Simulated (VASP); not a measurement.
A convergence study with VASP on Mo (bcc): one setting is varied, all else stays as given below, so the limit is that of these other settings. Each run relaxes cell and ions from the cell shown.

```
Mo
1.0
   -1.57500     1.57500     1.57500
    1.57500    -1.57500     1.57500
    1.57500     1.57500    -1.57500
Mo
1
Direct
  0.00000   0.00000   0.00000
```

Method: PBEsol GGA, VASP's PBE PAW potentials (set 64) (plane waves; VASP). The tightest run used: 550 eV cut-off, 21×21×21 Γ-centred mesh, first-order Methfessel-Paxton smearing of 0.10 eV, potentials Mo_sv.

Question: The settings run are 2×2×2 mesh; 3×3×3 mesh; 4×4×4 mesh; 5×5×5 mesh; 6×6×6 mesh; 7×7×7 mesh; 8×8×8 mesh; 9×9×9 mesh; 10×10×10 mesh; 11×11×11 mesh; 12×12×12 mesh; 13×13×13 mesh; 15×15×15 mesh; 16×16×16 mesh; 17×17×17 mesh; 18×18×18 mesh; 19×19×19 mesh; 20×20×20 mesh; 21×21×21 mesh. From which on does the relaxed volume stay within 0.1 Å³/atom of the tightest run?

Answer: From 6×6×6 mesh on: it is off by 0.012 there and by no more than 0.1 in any finer run, while 5×5×5 mesh is off by 0.147.
```json
[
 {"setting": "2×2×2 mesh", "relaxed volume (Å³/atom)": "16.023", "E (eV/atom)": "-10.4563", "irreducible k-points": "3", "difference judged (Å³/atom)": "0.674"},
 {"setting": "3×3×3 mesh", "relaxed volume (Å³/atom)": "16.077", "E (eV/atom)": "-11.2135", "irreducible k-points": "4", "difference judged (Å³/atom)": "0.728"},
 {"setting": "4×4×4 mesh", "relaxed volume (Å³/atom)": "15.389", "E (eV/atom)": "-11.7370", "irreducible k-points": "8", "difference judged (Å³/atom)": "0.040"},
 {"setting": "5×5×5 mesh", "relaxed volume (Å³/atom)": "15.202", "E (eV/atom)": "-11.8075", "irreducible k-points": "10", "difference judged (Å³/atom)": "0.147"},
 {"setting": "6×6×6 mesh", "relaxed volume (Å³/atom)": "15.337", "E (eV/atom)": "-11.8444", "irreducible k-points": "16", "difference judged (Å³/atom)": "0.012"},
 {"setting": "7×7×7 mesh", "relaxed volume (Å³/atom)": "15.401", "E (eV/atom)": "-11.7370", "irreducible k-points": "20", "difference judged (Å³/atom)": "0.053"},
 {"setting": "8×8×8 mesh", "relaxed volume (Å³/atom)": "15.393", "E (eV/atom)": "-11.7536", "irreducible k-points": "29", "difference judged (Å³/atom)": "0.044"},
 {"setting": "9×9×9 mesh", "relaxed volume (Å³/atom)": "15.331", "E (eV/atom)": "-11.7943", "irreducible k-points": "35", "difference judged (Å³/atom)": "0.018"},
 {"setting": "10×10×10 mesh", "relaxed volume (Å³/atom)": "15.312", "E (eV/atom)": "-11.7632", "irreducible k-points": "47", "difference judged (Å³/atom)": "0.037"},
 {"setting": "11×11×11 mesh", "relaxed volume (Å³/atom)": "15.354", "E (eV/atom)": "-11.7520", "irreducible k-points": "56", "difference judged (Å³/atom)": "0.005"},
 {"setting": "12×12×12 mesh", "relaxed volume (Å³/atom)": "15.342", "E (eV/atom)": "-11.7937", "irreducible k-points": "72", "difference judged (Å³/atom)": "0.006"},
 {"setting": "13×13×13 mesh", "relaxed volume (Å³/atom)": "15.327", "E (eV/atom)": "-11.7805", "irreducible k-points": "84", "difference judged (Å³/atom)": "0.022"},
 {"setting": "15×15×15 mesh", "relaxed volume (Å³/atom)": "15.372", "E (eV/atom)": "-11.7746", "irreducible k-points": "120", "difference judged (Å³/atom)": "0.023"},
 {"setting": "16×16×16 mesh", "relaxed volume (Å³/atom)": "15.344", "E (eV/atom)": "-11.7836", "irreducible k-points": "145", "difference judged (Å³/atom)": "0.005"},
 {"setting": "17×17×17 mesh", "relaxed volume (Å³/atom)": "15.361", "E (eV/atom)": "-11.7808", "irreducible k-points": "165", "difference judged (Å³/atom)": "0.012"},
 {"setting": "18×18×18 mesh", "relaxed volume (Å³/atom)": "15.346", "E (eV/atom)": "-11.7772", "irreducible k-points": "195", "difference judged (Å³/atom)": "0.003"},
 {"setting": "19×19×19 mesh", "relaxed volume (Å³/atom)": "15.349", "E (eV/atom)": "-11.7784", "irreducible k-points": "220", "difference judged (Å³/atom)": "0.000"},
 {"setting": "20×20×20 mesh", "relaxed volume (Å³/atom)": "15.360", "E (eV/atom)": "-11.7797", "irreducible k-points": "256", "difference judged (Å³/atom)": "0.011"},
 {"setting": "21×21×21 mesh", "relaxed volume (Å³/atom)": "15.349", "E (eV/atom)": "-11.7765", "irreducible k-points": "286", "difference judged (Å³/atom)": "0.000"}
]
```

Left out are rungs that failed or repeat a setting and relaxations that didn't move; long series are thinned to 24 rows.

The compound is Mo in the bcc structure.
